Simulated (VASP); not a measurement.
**CoO: single point with PBEsol**

The system is CoO.

```
Co O
1.0
     0.00000    2.13150    2.13150
     2.13150    0.00000    2.13150
     2.13150    2.13150    0.00000
Co O
1 1
Direct
  0.00000 0.00000 0.00000
  0.50000 0.50000 0.50000
```

```yaml
Program: VASP 6.6.1
Task: single point
Functional: PBEsol
Potentials_or_basis: VASP PAW PBE potentials, release 64 (Co, O)
Cutoff: 520 eV
k_mesh: 8 × 8 × 8
Occupations: gaussian, width 0.05 eV
Spin: collinear spin, ferromagnetic start
Starting_moments: "[2.0, 0.0] μB"
```

The pressure is -11.5 GPa and the band gap on the k mesh is none (metal or under the smearing width). The net moment is 2.91 μB per cell. The site moments are Co +2.54; O +0.31 μB and the valence electrons inside the program's atomic spheres are Co 7.80; O 4.95.

Levels at points of the mesh, in eV from the Fermi level:
Spin up:
```tsv
k point	band 7	band 8	band 9	band 10	band 11	band 12
(0.00, 0.00, 0.00)	-3.13	-3.13	-3.13	0.83	16.56	17.90
(0.50, 0.00, 0.00)	-1.85	0.07	0.07	4.85	9.16	13.21
(0.50, 0.50, 0.00)	-2.41	-2.11	-2.11	5.67	9.61	11.45
```
Spin down:
```tsv
k point	band 2	band 3	band 4	band 5	band 6	band 7	band 8	band 9	band 10	band 11
(0.00, 0.00, 0.00)	-2.62	-2.62	-2.62	-1.10	-1.10	-1.10	-0.14	-0.14	1.38	16.51
(0.50, 0.00, 0.00)	-7.68	-4.72	-4.72	-0.12	-0.12	0.19	2.54	2.54	5.15	9.97
(0.50, 0.50, 0.00)	-6.49	-3.89	-3.89	-2.25	0.15	0.15	0.33	0.80	6.51	10.11
```

Wall time 10 s on 1 thread of Intel(R) Xeon(R) 6975P-C (Granite Rapids), on a shared host, peak memory 0.15 GiB.

Caveat: the PAW data sets were made with another functional, which shifts forces and pressure a little; a cell with one magnetic atom can't hold antiferromagnetic order, which such compounds often take; semilocal functionals often make such compounds metallic where correlation or magnetic order opens a gap, which also shifts bond lengths. With open d or f shells a metallic result of PBEsol can be an artefact of self-interaction; +U or a hybrid may open a gap.
